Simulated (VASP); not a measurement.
Computed with SCAN meta-GGA, VASP's PBE PAW potentials (set 64) (plane waves; VASP).

A VASP calculation is set up with these files.

**POSCAR**
```
Ru
1
    1.3487864028    -2.3361667318     0.0000000000
    1.3487864028     2.3361667318    -0.0000000000
   -0.0000000000    -0.0000000000     4.2453643225
Ru
2
Direct
  0.3333330000   0.6666670000   0.2500000000
  0.6666670000   0.3333330000   0.7500000000
```

**INCAR**
```
# general
SYSTEM  = Ru
PREC    = Accurate
ENCUT   = 520
LREAL   = F
LASPH   = T

# electronic loop
EDIFF   = 1E-7
NELM    = 100
ALGO    = Normal
LMAXMIX = 4
LMIXTAU = T

# smearing
ISMEAR  = -5

# functional
METAGGA = SCAN

# ions
ISIF    = 2

# output
LWAVE   = F
LCHARG  = F
LORBIT  = 11
NEDOS   = 601
```

### KPOINTS
```
Regular mesh
0
gamma
17 17 10
```

KPOINTS_OPT:
```
k-points along high-symmetry lines
6
Line-mode
Reciprocal
  0.000000   0.000000   0.000000 ! GAMMA
 -0.000000   0.500000   0.000000 ! M

 -0.000000   0.500000   0.000000 ! M
 -0.333333   0.666667   0.000000 ! K

 -0.333333   0.666667   0.000000 ! K
  0.000000   0.000000   0.000000 ! GAMMA

  0.000000   0.000000   0.000000 ! GAMMA
  0.000000   0.000000   0.500000 ! A

  0.000000   0.000000   0.500000 ! A
 -0.000000   0.500000   0.500000 ! L

 -0.000000   0.500000   0.500000 ! L
 -0.333333   0.666667   0.500000 ! H

 -0.333333   0.666667   0.500000 ! H
  0.000000   0.000000   0.500000 ! A

 -0.000000   0.500000   0.500000 ! L
 -0.000000   0.500000   0.000000 ! M

 -0.333333   0.666667   0.500000 ! H
 -0.333333   0.666667   0.000000 ! K
```

POTCAR, in this order: Ru_pv (PBE.64 set). Program: vasp_std.

The resulting files:

File OSZICAR:
```
       N       E                     dE             d eps       ncg     rms          rms(c)
DAV:   1     0.238254431801E+03    0.23825E+03   -0.18570E+04  7136   0.178E+03
DAV:   2    -0.729010374506E+02   -0.31116E+03   -0.30553E+03  7522   0.511E+02
DAV:   3    -0.800269727284E+02   -0.71259E+01   -0.69567E+01  7510   0.833E+01
DAV:   4    -0.801022155737E+02   -0.75243E-01   -0.75161E-01  8630   0.759E+00
DAV:   5    -0.801033817826E+02   -0.11662E-02   -0.11686E-02  7764   0.860E-01    0.248E+01
DAV:   6    -0.701437389592E+02    0.99596E+01   -0.14031E+01  7160   0.426E+01    0.160E+00
DAV:   7    -0.690755885674E+02    0.10682E+01   -0.39439E-01  7248   0.726E+00    0.851E-01
DAV:   8    -0.695351439954E+02   -0.45956E+00   -0.24690E-01  7182   0.489E+00    0.818E-01
DAV:   9    -0.696442898274E+02   -0.10915E+00   -0.24598E-01  7172   0.485E+00    0.129E+00
DAV:  10    -0.696264307549E+02    0.17859E-01   -0.47682E-02  7196   0.230E+00    0.121E+00
DAV:  11    -0.696165643819E+02    0.98664E-02   -0.25039E-02  7168   0.172E+00    0.756E-01
DAV:  12    -0.696440143829E+02   -0.27450E-01   -0.11038E-01  7136   0.359E+00    0.268E-01
DAV:  13    -0.696441014205E+02   -0.87038E-04   -0.56750E-04 10424   0.211E-01    0.290E-01
DAV:  14    -0.696453148186E+02   -0.12134E-02   -0.14285E-02  7154   0.128E+00    0.579E-01
DAV:  15    -0.696490322451E+02   -0.37174E-02   -0.35174E-03  7148   0.603E-01    0.568E-01
DAV:  16    -0.696561861806E+02   -0.71539E-02   -0.70252E-03  7156   0.826E-01    0.788E-01
DAV:  17    -0.696554430028E+02    0.74318E-03   -0.33393E-03  7258   0.541E-01    0.107E+00
DAV:  18    -0.696565073010E+02   -0.10643E-02   -0.86819E-04  9686   0.261E-01    0.143E+00
DAV:  19    -0.696558367094E+02    0.67059E-03   -0.92026E-04  7890   0.217E-01    0.833E-01
DAV:  20    -0.696552811240E+02    0.55559E-03   -0.71787E-05  9584   0.665E-02    0.781E-01
DAV:  21    -0.696554075035E+02   -0.12638E-03   -0.49852E-05  8194   0.546E-02    0.664E-01
DAV:  22    -0.696544589479E+02    0.94856E-03   -0.12685E-03  8592   0.287E-01    0.800E-02
DAV:  23    -0.696542688776E+02    0.19007E-03   -0.28726E-04  7598   0.145E-01    0.913E-02
DAV:  24    -0.696543809024E+02   -0.11202E-03   -0.11304E-04  7232   0.117E-01    0.606E-02
DAV:  25    -0.696545062471E+02   -0.12534E-03   -0.26106E-05  7348   0.568E-02    0.288E-02
DAV:  26    -0.696546320398E+02   -0.12579E-03   -0.56147E-06  7460   0.256E-02    0.137E-02
DAV:  27    -0.696546458288E+02   -0.13789E-04   -0.14114E-06  7596   0.116E-02    0.371E-03
DAV:  28    -0.696546666212E+02   -0.20792E-04   -0.12034E-06  7222   0.960E-03    0.241E-03
DAV:  29    -0.696546604749E+02    0.61462E-05   -0.47123E-08  3636   0.263E-03    0.197E-03
DAV:  30    -0.696546634382E+02   -0.29632E-05   -0.11132E-07  3626   0.389E-03    0.553E-04
DAV:  31    -0.696546627805E+02    0.65765E-06   -0.15730E-08  3624   0.138E-03    0.405E-04
DAV:  32    -0.696546640304E+02   -0.12499E-05   -0.36129E-09  3618   0.530E-04    0.238E-04
DAV:  33    -0.696546653560E+02   -0.13256E-05   -0.35945E-09  3608   0.644E-04    0.107E-04
DAV:  34    -0.696546654647E+02   -0.10868E-06   -0.10015E-09  3606   0.290E-04    0.150E-05
DAV:  35    -0.696546654311E+02    0.33566E-07   -0.30675E-10  3600   0.103E-04
   1 F= -.69654665E+02 E0= -.69654665E+02  d E =0.000000E+00
       N       E                     dE             ncg
```

File OUTCAR:
```
------------------------ aborting loop because EDIFF is reached ----------------------------------------
  FORCE on cell =-STRESS in cart. coord.  units (eV):
  Direction    XX          YY          ZZ          XY          YZ          ZX
  --------------------------------------------------------------------------------------
  Total       -0.0519086     -0.0519086      0.0738177      0.0000000      0.0000000      0.0000000
  in kB       -3.1085482     -3.1085486      4.4205764      0.0000000      0.0000000      0.0000000
  external PRESSURE =      -0.5988401 kB  Pullay stress =       0.0000000 kB
  volume of cell :       26.75
      direct lattice vectors                 reciprocal lattice vectors
     1.348786403 -2.336166732  0.000000000     0.370703618 -0.214025820  0.000000000
     1.348786403  2.336166732  0.000000000     0.370703618  0.214025820  0.000000000
     0.000000000  0.000000000  4.245364323     0.000000000  0.000000000  0.235551044
 POSITION                                       TOTAL-FORCE (eV/Angst)
 -----------------------------------------------------------------------------------
      1.34879      0.77872      1.06134        -0.000000     -0.000000      0.000000
      1.34879     -0.77872      3.18402         0.000000      0.000000      0.000000
 -----------------------------------------------------------------------------------
    total drift:                               -0.000000      0.000499     -0.000045
  FREE ENERGIE OF THE ION-ELECTRON SYSTEM (eV)
  ---------------------------------------------------
  free  energy   TOTEN  =       -69.6546654311 eV

  energy  without entropy=      -69.6546654311  energy(sigma->0) =      -69.65466543

 total charge

# of ion       s       p       d       tot
------------------------------------------
    1        0.411   6.345   5.917  12.673
    2        0.411   6.345   5.917  12.673
--------------------------------------------------
tot          0.822  12.689  11.835  25.346
```
(Selected blocks of OUTCAR.)

For a metal the tetrahedron method with Blöchl corrections gives inexact stress and forces.

The compound is Ru in the hcp structure. It was relaxed first.
